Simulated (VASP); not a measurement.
Set up this calculation in VASP 6.6.1, as the native input.

```yaml
Task: single point
Functional: PBE
Potentials_or_basis: VASP PAW PBE potentials, release 64 (Hf_pv, Pt)
Cutoff: 520 eV
k_mesh: 8 × 8 × 6
Occupations: fermi-dirac, width 0.05 eV
Spin: no spin polarisation
Further_INCAR_settings: ALGO = Normal; EDIFF = 1e-07; NBANDS = 22
```

The structure of Hf2Pt lies in POSCAR:

```
Hf2Pt
1.0
    3.5652291400      0.0000000000      0.0000000000
    0.0000000000      3.5652291400      0.0000000000
    0.0000000000      0.0000000000      4.8357931500
Hf Pt
2 1
Direct
    0.5000000000      0.5000000000      0.0000000000
    0.0000000000      0.0000000000      0.0000000000
    0.0000000000      0.0000000000      0.5000000000
```

The cell was built by a generator and needn't be a form met in nature.

These files were run (other wordings do the same):

INCAR

```
PREC = Accurate
ENCUT = 520
EDIFF = 1E-7
ISMEAR = -1
SIGMA = 0.05
LREAL = False
LASPH = True
NELM = 60
ALGO = Normal
ISIF = 2
LWAVE = False
LCHARG = False
GGA = PE
NBANDS = 22
```

KPOINTS

```
regular mesh
0
Gamma
  8 8 6
```

Potentials or basis: VASP PAW PBE potentials, release 64 (Hf_pv, Pt).

The run is started by

```sh
$ cat potpaw_PBE.64/Hf_pv/POTCAR potpaw_PBE.64/Pt/POTCAR > POTCAR
$ mpirun -np 1 vasp_std > vasp.out
```

Results of the run:

```json
{
  "Pressure": "26.3 GPa",
  "Band gap on the k mesh": "none (metal or under the smearing width)"
}
```

Caveat: so large a pressure means that the cell lies far from this level's equilibrium, or that cutoff or potentials fall short.

Run time: 46 s on 1 thread of AMD EPYC 9R45 96-Core Processor (Zen 5), with other jobs on the host, peak memory 0.2 GiB.
